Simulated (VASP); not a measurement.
Input for VASP

File POSCAR:
```
C
1
   -0.0000000000     1.7424402876     1.7424402876
    1.7424402876    -0.0000000000     1.7424402876
    1.7424402876     1.7424402876     0.0000000000
C
2
Direct
  0.0000000000   0.0000000000   0.0000000000
  0.2500000000   0.2500000000   0.2500000000
```

### KPOINTS
```
K-points
0
Gamma
 13 13 13
0 0 0
```

INCAR:
```
! general
SYSTEM =C
PREC   =Accurate
ENCUT  =620
LREAL  =.FALSE.
LASPH  =.TRUE.   ! aspherical one-centre terms

! electronic loop
EDIFF  =1E-6
NELM   =100   ! most electronic steps
ALGO   =Normal

! smearing
ISMEAR =0   ! Gaussian
SIGMA  =0.05   ! width (eV)

! functional
GGA    =PS   ! PBEsol

! ions
IBRION =2   ! conjugate gradients
NSW    =40   ! most ionic steps
ISIF   =3   ! ions, shape and volume
EDIFFG =-0.02   ! ionic stop
PSTRESS=300

! output
LWAVE  =.FALSE.
LCHARG =.FALSE.
```

POTCAR, in this order: C (PBE.64 set). Program: vasp_std.

Translate this PBEsol calculation to Quantum ESPRESSO's pw.x.

One equivalent input (not run):
```
&CONTROL
  calculation = 'vc-relax'
  pseudo_dir = './pseudo'
  outdir = './out'
  tprnfor = .true.
  tstress = .true.
  nstep = 40
  forc_conv_thr = 0.00078
/
&SYSTEM
  ibrav = 0
  nat = 2
  ntyp = 1
  ecutwfc = 82
  occupations = 'smearing'
  smearing = 'gaussian'
  degauss = 0.003675
  input_dft = 'pbesol'
/
&ELECTRONS
  conv_thr = 7.3e-08
  electron_maxstep = 100
/
&IONS
/
&CELL
  press = 300
/
ATOMIC_SPECIES
  C 12.011 C.upf
CELL_PARAMETERS angstrom
    -0.0000000    1.7424403    1.7424403
     1.7424403   -0.0000000    1.7424403
     1.7424403    1.7424403    0.0000000
ATOMIC_POSITIONS crystal
  C    0.0000000  0.0000000  0.0000000
  C    0.2500000  0.2500000  0.2500000
K_POINTS automatic
  13 13 13 0 0 0
```
Limits of the translation: the potentials are each code's own (VASP's PAW set, PseudoDojo norm-conserving files in pw.x), so ENCUT and ecutwfc are chosen apart and not converted; conv_thr bounds pw.x's estimated SCF error, while EDIFF bounds the energy change between steps; forc_conv_thr acts on force components and is met together with etot_conv_thr.

The compound is C in the diamond structure. It was relaxed first under an external pressure of 30 GPa.
